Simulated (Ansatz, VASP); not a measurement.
**Pd29Rh3 (Pd0.92Rh0.08, fcc substitutional solid solution): VASP beside Ansatz**

Aim: how closely do two programs agree when they are given the same cell, functional and k mesh? The cell is invented: As first built, before any earlier steps moved the atoms (in the runner's words): 2x2x2 conventional cells of the Pd type (32 atoms: 3 Rh, 29 Pd); Pd/Rh share their sites, the best of 600 random draws by like-pair counts in two shells; start lattice by linear mixing of the end members' cells; atoms moved at random by 0.02 A. It may not be a known or stable phase. The structure shown is the end of the Ansatz relaxation below.

Method: plane waves, with VASP 6.6.1 beside it; single point at PBE with D3(BJ), in Ansatz 0.2.0.

## 1. Set-up

Symmetry: C2, No. 5, monoclinic system. Conventional cell: a = 10.966 Å, b = 10.969 Å, c = 7.769 Å, α = 90.00°, β = 90.02°, γ = 90.00°. Rh has 10 Pd at 2.69 to 2.76 Å and 2 Rh at 2.69 Å nearest. Nearest to Rh lie 1 Rh at 2.69 Å and 11 Pd at 2.70 to 2.76 Å. Pd has 11 Pd at 2.73 to 2.76 Å and 1 Rh at 2.74 Å nearest. Nearest to Pd lie 3 Rh at 2.69 to 2.72 Å and 9 Pd at 2.72 to 2.76 Å. Pd has 12 Pd at 2.74 to 2.75 Å nearest. Nearest to Pd lie 2 Rh at 2.70 to 2.71 Å and 10 Pd at 2.72 to 2.76 Å. It derives from Pd. Farther neighbours are not listed.

## 2. Ansatz: relaxation, PBE with D3(BJ)

Ansatz runs on its default PAW (the set named soft_2) files.

This run makes the geometry at which the two programs are then compared.

input.yaml

```yaml
crystal:
  lattice:
    - [7.86919, -0.00143, -0.00149]
    - [-0.00143, 7.85778, -0.00162]
    - [-0.00149, -0.00162, 7.85829]
  atoms:
    - { symbol: Rh, position: [0.00014, 0.49582, 0.0041] }
    - { symbol: Rh, position: [0.24625, 0.49925, 0.24626] }
    - { symbol: Rh, position: [0.75403, 0.25368, 0.00066] }
    - { symbol: Pd, position: [0.9992, 0.00069, 0.00071] }
    - { symbol: Pd, position: [0.00018, 0.25139, 0.24851] }
    - { symbol: Pd, position: [0.25022, 0.99946, 0.24993] }
    - { symbol: Pd, position: [0.24915, 0.25149, 0.00192] }
    - { symbol: Pd, position: [0.00014, 0.99936, 0.50059] }
    - { symbol: Pd, position: [0.99906, 0.25135, 0.7532] }
    - { symbol: Pd, position: [0.25021, 0.99939, 0.75102] }
    - { symbol: Pd, position: [0.24999, 0.25137, 0.4986] }
    - { symbol: Pd, position: [0.00122, 0.74673, 0.24859] }
    - { symbol: Pd, position: [0.24843, 0.74619, 0.00172] }
    - { symbol: Pd, position: [0.00108, 0.49921, 0.49924] }
    - { symbol: Pd, position: [0.00012, 0.74719, 0.75277] }
    - { symbol: Pd, position: [0.24886, 0.49902, 0.75246] }
    - { symbol: Pd, position: [0.24981, 0.74697, 0.49857] }
    - { symbol: Pd, position: [0.50198, 0.00127, 0.00071] }
    - { symbol: Pd, position: [0.50011, 0.25137, 0.24857] }
    - { symbol: Pd, position: [0.75028, 0.00139, 0.24853] }
    - { symbol: Pd, position: [0.50014, 0.99961, 0.50031] }
    - { symbol: Pd, position: [0.50189, 0.25012, 0.75243] }
    - { symbol: Pd, position: [0.75043, 0.00137, 0.75298] }
    - { symbol: Pd, position: [0.75007, 0.24998, 0.50045] }
    - { symbol: Pd, position: [0.50015, 0.49832, 0.00162] }
    - { symbol: Pd, position: [0.49838, 0.74747, 0.24983] }
    - { symbol: Pd, position: [0.75116, 0.49796, 0.24844] }
    - { symbol: Pd, position: [0.75142, 0.74746, 0.00095] }
    - { symbol: Pd, position: [0.49829, 0.49922, 0.49863] }
    - { symbol: Pd, position: [0.50017, 0.74904, 0.75086] }
    - { symbol: Pd, position: [0.75184, 0.49821, 0.75371] }
    - { symbol: Pd, position: [0.7501, 0.74894, 0.50049] }
kpoints:
  mp_grid: { grid: [3, 3, 3] }
hamiltonian:
  xc: pbe
  dispersion: d3bj
scf:
  occupations: { method: methfessel_paxton, width: 0.15 }
output:
  forces: true
  stress: true
relax:
  f_tol: 0.02
  max_steps: 25
  cell: { stress_tol: 0.1 }
```

Run with:

```bash
> ansatz run input.yaml --threads 4 --pin off --max-ram 15360MiB --backend cpu --events-out ev --progress --plain --runs-dir out
```

Numbers of over 12 decimals in the logs are rounded to 6 here.

What it wrote:

```text
The last accepted step is kept in <dir> (removed where the run ends without a failure and the disk answers)
Engine: ansatz 0.2.0, aarch64-unknown-linux-gnu
Pseudopotentials: kind: paw
Pseudopotential: Rh, paw, valence charge 17, recommended cutoff 420 eV (normal), Rh.paw.azcp
Pseudopotential: Pd, paw, valence charge 18, recommended cutoff 420 eV (normal), Pd.paw.azcp
Functional definition: PBE
  parameter kappa = 0.804
  parameter beta = 0.066725
  exchange = pbe_x(kappa = kappa, mu = beta*pi^2/3)
  correlation = pbe_c(beta = beta)
Crystal: 32 atoms, lattice volume = 485.912 Å³
Basis set: ecut = 420 eV, 9459 PW (Γ), exchange–correlation on 108×108×108 points (8 copies of the dense FFT grid, shifted against one another)
Bands: 344, of which v1, the nominal top of the filled ones, is band 287 counted from 1 (286 counted from 0)
Symmetry: 1 space group operations
Space group: P1 (ITA 1), of the structure as read, at distance tolerance 7.9e-5 Å
k-points: 14 of 27 (time reversal used)
Non-local potential: Rh, projectors of the file, l = 0: 3, l = 1: 2, l = 2: 2, l = 3: 1
Non-local potential: Pd, projectors of the file, l = 0: 2, l = 1: 2, l = 2: 2, l = 3: 1
PAW form: soft (Blöchl's): semilocal exchange-correlation on the pseudo side does not see the compensation charge
PAW one-centre angular grid: Rh, 590 points (default); XC on 64 Gauss nodes
PAW one-centre angular grid: Pd, 590 points (default); XC on 64 Gauss nodes
Initial density: superposition of atomic densities (neutral atoms: chi_scale 0, normalization atom), corrected by the library's trained network
Initial wavefunctions: pseudopotential atomic-orbital guess
Functional: x = pbe(κ = 0.804, μ = 0.219515), c = pbe(β = 0.066725)
SCF iter   1: F=—  HF=-221441.211591 eV  |F-HF|=—  |Δ(HF+E_count)|=         —  Δρ=1.23e-2  dr2=1.82e0  ethr=1.77e-3  ⟨swp⟩=5.0  Hψ=16282  notcnv=0  defer=245
preconditioner: auto → Kerker (q_TF=auto, 2.804 Å⁻¹)  [metal: Δε(μ)=0.005 eV  Ē_g=8.063 eV  σ=0.150 eV  W_gap=0.03  n_scr=178 (ndim 8)  ℏωp=30.0 eV  f_vac=0.000  D(μ)=87.33/eV (n_scr^D=1508)]
SCF iter   2: F=—  HF=-221441.176031 eV  |F-HF|=—  |Δ(HF+E_count)|=   3.56e-2  S|Δr|=    0.00e0  Δρ=5.58e-3  dr2=4.37e-1  ethr=3.18e-4  ⟨swp⟩=1.0  Hψ=5544  notcnv=0  defer=244
SCF iter   3: F=—  HF=-221441.164471 eV  |F-HF|=—  |Δ(HF+E_count)|=   1.16e-2  S|Δr|=    0.00e0  Δρ=8.98e-4  dr2=2.47e-2  ethr=7.63e-5  ⟨swp⟩=1.0  Hψ=4240  notcnv=0  defer=244
SCF iter   4: F=—  HF=-221441.163191 eV  |F-HF|=—  |Δ(HF+E_count)|=   1.28e-3  S|Δr|=    0.00e0  Δρ=2.89e-4  dr2=2.14e-3  ethr=4.31e-6  ⟨swp⟩=1.0  Hψ=4240  notcnv=0  defer=244
SCF iter   5: F=—  HF=-221441.163008 eV  |F-HF|=—  |Δ(HF+E_count)|=   1.83e-4  S|Δr|=    0.00e0  Δρ=1.10e-4  dr2=1.61e-4  ethr=3.74e-7  ⟨swp⟩=1.4  Hψ=4472  notcnv=0  defer=244
SCF iter   6: F=—  HF=-221441.163006 eV  |F-HF|=—  |Δ(HF+E_count)|=   2.50e-6  S|Δr|=    0.00e0  Δρ=3.66e-5  dr2=7.55e-6  ethr=2.82e-8  ⟨swp⟩=1.6  Hψ=4474  notcnv=0  defer=244
SCF iter   7: F=—  HF=-221441.164336 eV  |F-HF|=—  |Δ(HF+E_count)|=   1.33e-3  S|Δr|=    0.00e0  Δρ=1.47e-5  dr2=1.33e-6  ethr=1.32e-9  ⟨swp⟩=2.0  Hψ=6300  notcnv=0  defer=244
SCF iter   8: F=-221441.164336 eV  HF=-221441.164336 eV  |F-HF|=5.79e-8  |Δ(HF+E_count)|=   6.23e-8  S|Δr|=    0.00e0  Δρ=3.99e-6  dr2=8.40e-8  ethr=1.75e-11  ⟨swp⟩=2.1  Hψ=15260  notcnv=0
SCF 1 converged in 8 iterations: F = -221441.164336 eV  dr2 = 8.40e-8
  greatest PAW one-centre occupation: 1.000 electrons in one spin orbital (limit 2), on the Rh atom at site 0 (counted from 0), in its partial waves of l = 0
relax step   1: F+E_penalty+E_count = -221441.16433577 eV  Δ(F+E_penalty+E_count) = +0.000e0 eV  max|allowed force component| = 6.345e-3 eV/Å  Δτ_max = 0.0000 Å  P = -7.079 GPa  Ω = 485.912 Å³  (8 SCF iters, dr2 threshold 1.00e-7 eV, accepted)
[...]
relax step   4: F+E_penalty+E_count = -221441.60331043 eV  Δ(F+E_penalty+E_count) = -5.601e-3 eV  max|allowed force component| = 1.379e-3 eV/Å  Δτ_max = 0.0015 Å  P = -0.007 GPa  Ω = 467.229 Å³  energy of the carried Pulay correction = +7.899e-3 eV  (5 SCF iters, dr2 threshold 1.63e-6 eV, accepted)
[...]
relax step   5: F+E_penalty+E_count = -221441.59329395 eV  Δ(F+E_penalty+E_count) = +1.002e-2 eV  max|allowed force component| = 1.469e-3 eV/Å  Δτ_max = 0.0000 Å  P = +0.025 GPa  Ω = 467.229 Å³  stress off target by 3.24e-2 GPa  SCF on the basis re-selected at this cell (its energy is not comparable with the rows above)  (6 SCF iters)
basis re-selected at this cell: Δ(F+E_penalty+E_count) = +1.002e-2 eV, ΔP = +0.032 GPa vs the last step (what re-selecting the basis moved, of the pressure what is left beyond the Pulay correction that the steps carried, after the strain that the cell walked since its last selection, with what the two solves' SCF thresholds leave and, on support functions, any second-order correction that the steps lacked; it is no m [...]
SCF converged after 6 iterations
Stability not checked: this state was not tested for a lower state beside it, because cold or Methfessel-Paxton smearing, or corrected tetrahedra, fill the levels in a way that the test cannot read (fill_not_monotonic; see scf.lower_state_search)
Free energy (F): -221441.593294 eV
Harris-Foulkes:  -221441.593294 eV  (|F-HF|=2.04e-10)
Internal energy: -221441.454309 eV  (E = F + TS)
E sigma→0 (E₀):  -221441.558548 eV
Entropy (-TS):   -0.138985 eV (-4.343 meV/atom)
Fermi energy:    20.158021 eV
--- Per-component energies (eV) ---
  E_band       = -4168.995026
  E_kinetic    = 16627.340241
  E_local      = -55235.395942  (includes V_loc(G=0)·N_el)
  E_nonlocal   = 7358.497405
  E_hartree    = 22214.398168
  E_xc         = -5565.472345
  E_vxc        = -6984.216972  (∫ρ·V_xc dr)
  E_paw        = -119515.615245  (= ΣΔE_a)
  E_vpaw       = -10364.024974  (= ΣTr[D̂ρ^β])
  E_aug_tail   = 0.009126  (compensation charges beyond the density's cutoff)
  E_ewald      = -87303.810842
  E_disp       = -21.404874  (pairwise vdW)
  E_smearing   = -0.138985  (= −TS)
  E_closure    = -0.000000  (closes the sum)
  Σ components = -221441.593294   (vs F -221441.593294, Δ=0.00e0)
--- Forces (eV/Å), atoms counted from 1 ---
  atom   1  Rh     0.00002959     0.00111727    -0.00111687
  atom   2  Rh     0.00146849     0.00012212     0.00119594
  atom   3  Rh    -0.00143765    -0.00122161    -0.00009967
  atom   4  Pd    -0.00002515    -0.00022724    -0.00009095
  atom   5  Pd    -0.00013261     0.00013415    -0.00010322
  atom   6  Pd     0.00008633    -0.00005224     0.00047938
  atom   7  Pd     0.00033591    -0.00006667    -0.00000497
  atom   8  Pd     0.00001268    -0.00009698     0.00006589
  atom   9  Pd    -0.00001397    -0.00014183    -0.00003659
  atom  10  Pd    -0.00019852    -0.00004332    -0.00050817
  atom  11  Pd    -0.00007155    -0.00019084     0.00013179
  atom  12  Pd     0.00000841    -0.00002975     0.00013563
  atom  13  Pd     0.00002865     0.00017969    -0.00006049
  atom  14  Pd     0.00000783     0.00011679     0.00020916
  atom  15  Pd     0.00007627     0.00028284    -0.00026681
  atom  16  Pd     0.00012063    -0.00001376    -0.00032237
  atom  17  Pd    -0.00000971     0.00027144     0.00029671
  atom  18  Pd    -0.00002347    -0.00006669    -0.00001958
  atom  19  Pd     0.00010908    -0.00000018    -0.00003590
  atom  20  Pd     0.00012178    -0.00032003     0.00025259
  atom  21  Pd     0.00000123    -0.00002791     0.00004878
  atom  22  Pd    -0.00015399    -0.00041804    -0.00006969
  atom  23  Pd     0.00013735    -0.00033979    -0.00036069
  atom  24  Pd    -0.00014288    -0.00039329     0.00006265
  atom  25  Pd    -0.00004349    -0.00006381     0.00003842
  atom  26  Pd     0.00014015     0.00012090     0.00032826
  atom  27  Pd    -0.00037072     0.00018248     0.00004315
  atom  28  Pd    -0.00013592     0.00033301    -0.00011092
  atom  29  Pd     0.00003298    -0.00000321     0.00013202
  atom  30  Pd    -0.00005419     0.00036118    -0.00029521
  atom  31  Pd    -0.00000400     0.00007580    -0.00012667
  atom  32  Pd     0.00009871     0.00041803     0.00020652
  max |Σ_I F_I| component: 1.85e-6 eV/Å
--- Stress (GPa, compression-positive) ---
        0.032113       0.001175       0.001175
        0.001175       0.021607       0.000530
        0.001175       0.000530       0.020589
  P = ⅓ Tr σ = 0.0248 GPa (0.248 kbar)
--- Relaxed structure (4 steps of the walk, 3 accepted, 1 SCFs on fresh bases) ---
  F+E_penalty+E_count = -221441.59329395 eV   max|allowed force component| = 1.469e-3 eV/Å   (the final SCF, on the basis selected at the relaxed cell)
  cell:  # Å, volume = 467.2294 Å³
    - [7.768702, -0.00110062, -0.00110247]
    - [-0.00110153, 7.755082, -0.0013492]
    - [-0.00110351, -0.00134925, 7.755242]
  atoms:
    - { symbol: Rh, position: [0.00013974, 0.496284, 0.0036432] }
    - { symbol: Rh, position: [0.246857, 0.499295, 0.246924] }
    - { symbol: Rh, position: [0.753423, 0.253004, 0.000631443] }
    - { symbol: Pd, position: [0.999366, 0.00049867, 0.000696028] }
    - { symbol: Pd, position: [0.000144764, 0.251138, 0.248787] }
    - { symbol: Pd, position: [0.250226, 0.999473, 0.250020] }
    - { symbol: Pd, position: [0.249292, 0.251155, 0.00173171] }
    - { symbol: Pd, position: [0.000140343, 0.999346, 0.500582] }
    - { symbol: Pd, position: [0.999211, 0.251067, 0.752833] }
    - { symbol: Pd, position: [0.250188, 0.999384, 0.750893] }
    - { symbol: Pd, position: [0.250055, 0.251118, 0.498870] }
    - { symbol: Pd, position: [0.00107042, 0.747096, 0.248859] }
    - { symbol: Pd, position: [0.248712, 0.746702, 0.00153706] }
    - { symbol: Pd, position: [0.000915588, 0.499229, 0.499428] }
    - { symbol: Pd, position: [0.000137935, 0.747454, 0.752473] }
    - { symbol: Pd, position: [0.249035, 0.499080, 0.752230] }
    - { symbol: Pd, position: [0.249867, 0.747297, 0.498825] }
    - { symbol: Pd, position: [0.501727, 0.000959756, 0.00067961] }
    - { symbol: Pd, position: [0.500137, 0.251117, 0.248810] }
    - { symbol: Pd, position: [0.750225, 0.00106379, 0.248806] }
    - { symbol: Pd, position: [0.500141, 0.999594, 0.500332] }
    - { symbol: Pd, position: [0.501648, 0.249973, 0.752182] }
    - { symbol: Pd, position: [0.750411, 0.00110178, 0.752632] }
    - { symbol: Pd, position: [0.750057, 0.249905, 0.500453] }
    - { symbol: Pd, position: [0.500142, 0.498496, 0.00143146] }
    - { symbol: Pd, position: [0.498633, 0.747743, 0.249956] }
    - { symbol: Pd, position: [0.750991, 0.498189, 0.248773] }
    - { symbol: Pd, position: [0.751247, 0.747696, 0.000850933] }
    - { symbol: Pd, position: [0.498554, 0.499247, 0.498965] }
    - { symbol: Pd, position: [0.500143, 0.749157, 0.750767] }
    - { symbol: Pd, position: [0.751569, 0.498390, 0.753223] }
    - { symbol: Pd, position: [0.750096, 0.749037, 0.500536] }
```

Reading the cycles: dr2 is the Hartree energy of the density residual (eV), the measure of convergence; HF is the Harris–Foulkes estimate of the energy, which meets the free energy F at convergence.

## 3. VASP: single point, PBE with D3(BJ)

The same cell, functional, mesh and smearing now go to VASP, with its own data sets.

Lines of VASP's logs that name or quote its potential files are left out, and so is its time.

INCAR

```
SYSTEM = Pd29Rh3
PREC = Accurate
ENCUT = 500
EDIFF = 1E-06
NELM = 120
ISMEAR = 1
SIGMA = 0.15
LREAL = Auto
ALGO = Normal
GGA = PE
IVDW = 12
NBANDS = 196
LASPH = .TRUE.
LORBIT = 11
LWAVE = .FALSE.
LCHARG = .FALSE.
ISIF = 2
GGA_COMPAT = .FALSE.
KPAR = 4
```

POSCAR

```
Pd29Rh3
1.0
    7.7687020000     -0.0011010000     -0.0011020000
   -0.0011020000      7.7550820000     -0.0013490000
   -0.0011040000     -0.0013490000      7.7552420000
Rh Pd
3 29
Direct
    0.0001400000      0.4962800000      0.0036400000
    0.2468600000      0.4992950000      0.2469200000
    0.7534200000      0.2530000000      0.0006250000
    0.9993650000      0.0004950000      0.0006950000
    0.0001400000      0.2511350000      0.2487850000
    0.2502250000      0.9994700000      0.2500200000
    0.2492900000      0.2511500000      0.0017300000
    0.0001400000      0.9993450000      0.5005750000
    0.9992100000      0.2510650000      0.7528250000
    0.2501850000      0.9993800000      0.7508850000
    0.2500500000      0.2511150000      0.4988650000
    0.0010700000      0.7470950000      0.2488550000
    0.2487100000      0.7467000000      0.0015350000
    0.0009150000      0.4992250000      0.4994250000
    0.0001400000      0.7474500000      0.7524700000
    0.2490300000      0.4990750000      0.7522250000
    0.2498700000      0.7472950000      0.4988250000
    0.5017300000      0.0009600000      0.0006750000
    0.5001400000      0.2511150000      0.2488050000
    0.7502300000      0.0010550000      0.2488050000
    0.5001400000      0.9995900000      0.5003300000
    0.5016500000      0.2499650000      0.7521800000
    0.7504100000      0.0010950000      0.7526250000
    0.7500550000      0.2499000000      0.5004500000
    0.5001400000      0.4984950000      0.0014250000
    0.4986300000      0.7477400000      0.2499550000
    0.7509900000      0.4981900000      0.2487700000
    0.7512500000      0.7476950000      0.0008450000
    0.4985500000      0.4992450000      0.4989600000
    0.5001400000      0.7491550000      0.7507650000
    0.7515700000      0.4983850000      0.7532200000
    0.7500950000      0.7490350000      0.5005400000
```

KPOINTS

```
Automatic mesh
0
Gamma
3 3 3
0 0 0
```

PAW data sets: Rh_pv and Pd (PBE family, release 64).

Run with:

```bash
> mpirun -np 4 vasp_std
```

What it wrote:

```text
[banner, memory and clock lines left out]
running    4 mpi-ranks, on    1 nodes
[...]
LDA part: xc-table for (Slater+PW92), standard interpolation
 POSCAR, INCAR and KPOINTS ok, starting setup
[...]
entering main loop
       N       E                     dE             d eps       ncg     rms          rms(c)
DAV:   1     0.276668485089E+04    0.27667E+04   -0.17036E+05  4168   0.168E+03
DAV:   2    -0.346222484269E+02   -0.28013E+04   -0.26884E+04  4104   0.426E+02
DAV:   3    -0.176559183525E+03   -0.14194E+03   -0.12517E+03  4404   0.901E+01
DAV:   4    -0.181846526305E+03   -0.52873E+01   -0.50193E+01  4136   0.159E+01
[...]
DAV:  22    -0.172020535696E+03    0.21502E-05   -0.32858E-05  4088   0.286E-02    0.239E-02
DAV:  23    -0.172020530642E+03    0.50541E-05   -0.12417E-05  4056   0.183E-02    0.637E-03
DAV:  24    -0.172020530578E+03    0.63854E-07   -0.17929E-06  2048   0.602E-03
   1 F= -.19341988E+03 E0= -.19337325E+03  d E =-.139891E+00
```

From OUTCAR (step 3):

```text
 Edisp (eV)  -21.39935

  Total      -0.75869    -0.81551    -0.81554     0.00059    -0.00672     0.00055
  in kB      -2.60163    -2.79647    -2.79658     0.00203    -0.02305     0.00190
  external pressure =       -2.73 kB  Pullay stress =        0.00 kB

 POSITION                                       TOTAL-FORCE (eV/Angst)
 -----------------------------------------------------------------------------------
      0.00054      3.84869      0.02756         0.000000      0.001065     -0.001065
      1.91696      3.87147      1.91398         0.001205      0.001509      0.001429
      5.85282      1.96121      0.00368        -0.001205     -0.001429     -0.001509
      7.76377      0.00274      0.00429        -0.007623      0.006650      0.006482
      0.00054      1.94724      1.92905         0.000000      0.004058     -0.004058
      1.94255      7.75036      1.93734         0.002067     -0.006843      0.001062
      1.93638      1.94741      0.01280         0.002126      0.000505     -0.002078
     -0.00057      7.74933      3.88073        -0.000000     -0.009147      0.009147
      7.76146      1.94491      5.83690         0.000315     -0.000244     -0.005244
      1.94168      7.74899      5.82167         0.000655     -0.008177      0.011891
      1.94174      1.94647      3.86820         0.000019      0.005041     -0.005037
      0.00721      5.79345      1.92892        -0.000315      0.005243      0.000244
      1.93133      5.79044      0.01062         0.001326      0.003632     -0.002005
      0.00601      3.87086      3.87249         0.007623     -0.006482     -0.006650
[...]
-----------------------------------------------------------------------------------
    total drift:                               -0.000026     -0.027629      0.027646

  FREE ENERGIE OF THE ION-ELECTRON SYSTEM (eV)
  ---------------------------------------------------
  free  energy   TOTEN  =      -193.4198771931 eV

  energy  without entropy=     -193.2799857095  energy(sigma->0) =     -193.37324670

[... 3 further parts left out ...]
[key lines of the parts left out:]
E-fermi :  10.0438
```

Dispersion corrections of this kind ignore metallic screening and tend to overbind metals.

## 4. Comparison

Known differences besides the potentials themselves: the data sets hold 573 valence electrons in Ansatz (on its default PAW (the set named soft_2) files) and 335 in VASP; the cutoff is 420 eV in Ansatz and 500 eV in VASP (PREC = Accurate, projectors in real space); Ansatz's pressure holds a Pulay correction, VASP's none. Total energies have different zeros and are not compared.

The two programs side by side:

| quantity | Ansatz | VASP | difference |
| --- | --- | --- | --- |
| pressure (GPa) | 0.02 | -0.27 | +0.30 |

At this near-relaxed geometry the largest component of a force difference is 12 meV/Å.

## 5. Results

```
difference in pressure (single point, PBE with D3(BJ)) : 0.30 GPa
```

**Reading.** The difference in pressure is 0.30 GPa (single point, PBE with D3(BJ)), within the 1 GPa picked in this series as the mark of a large difference. The data sets hold unlike numbers of valence electrons (573 in Ansatz and 335 in VASP), so part of the differences comes from the potentials. Such differences can come from data sets, numerical settings and the points named under the comparisons, not from the functional's error against experiment.

[Lines on the potential files, build, host, timing and source positions are cut from VASP's logs without a mark.]

[Logs are printed without paths, hosts, clocks, repeated set-up lines and the standing remarks that a program may print on its own settings, such as how far it seeks lower states.]

[Hosts, paths, dates, database ids (printed as entryN), source tags and the programs' standing remarks are cut or masked in the printed files.]
